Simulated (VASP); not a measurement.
These are LDA (Ceperley-Alder, Perdew-Zunger), VASP's LDA PAW potentials (set 64) (plane waves; VASP) values and carry that method's errors.

Input for VASP

### POSCAR
```
Pb
1.0
  0.0000000000   2.4390734076   2.4390734076
  2.4390734076   0.0000000000   2.4390734076
  2.4390734076   2.4390734076   0.0000000000
Pb
1
Cartesian
  0.0000000000   0.0000000000   0.0000000000
```

INCAR:
```
SYSTEM=Pb
PREC=Accurate; ENCUT=500; LREAL=F
LASPH=T
EDIFF=1E-6; NELM=100; ALGO=Normal
LMAXMIX=4
ISMEAR=1; SIGMA=0.1
IBRION=2; NSW=40; ISIF=3
EDIFFG=-0.02; PSTRESS=50
LWAVE=F; LCHARG=F
```

KPOINTS:
```
Automatic mesh
0
Gamma
13 13 13
0 0 0
```

POTCAR, in this order: Pb_d (LDA.64 set). Program: vasp_std.

Q: What will the output report for the number of irreducible k-points (NKPTS), largest plane-wave count, number of space-group operations, FFT grid (NGX, NGY, NGZ)?

A: 
| Quantity | Result |
|---|---|
| number of irreducible k-points (NKPTS) | 84 |
| largest plane-wave count | 751 |
| number of space-group operations | 48 |
| FFT grid (NGX, NGY, NGZ) | 28 × 28 × 28 |

The compound is Pb in the fcc structure. This run relaxes it under an external pressure of 5 GPa. Symmetry was kept, so distortions that lower it aren't found.
